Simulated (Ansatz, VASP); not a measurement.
## Ca2BF: VASP beside Ansatz

```
Ca B F
1.0
     3.56463    0.00000    0.00000
    -1.78232    3.08706    0.00000
     0.00000    0.00000    6.88972
Ca B F
2 1 1
Direct
  0.33333 0.66667 0.75644
  0.66667 0.33333 0.24356
  0.00000 0.00000 0.00000
  0.00000 0.00000 0.50000
```

Alike in both runs: functional PBE; k mesh 6 × 6 × 4; occupations gaussian, width 0.1 eV; no spin polarisation.

Ansatz relaxed the structure, and its values are those at the end. VASP's run is a single point on that final structure, the one shown.

|  | VASP | Ansatz |
| --- | --- | --- |
| version | VASP 6.6.1 | Ansatz 0.2.0 |
| potentials or method | VASP PAW PBE potentials, release 64 (Ca_sv, B, F) | scalar-relativistic, plane waves, PAW |
| plane-wave cutoff (eV) | 520 | 420 |
| valence electrons in the cell | 30 | 30 |

Ansatz gave:

```
gap on the k mesh at the Fermi level (eV) : none
pressure (GPa)                            : 0.0
rms of the force components (eV/Å)        : 0.011
```

Q: What did VASP give for the same quantities?

A: gap on the k mesh at the Fermi level (eV): none; pressure (GPa): 0.1; rms of the force components (eV/Å): 0.015.

A gap of «none» marks a metal or a gap that the smearing closes.
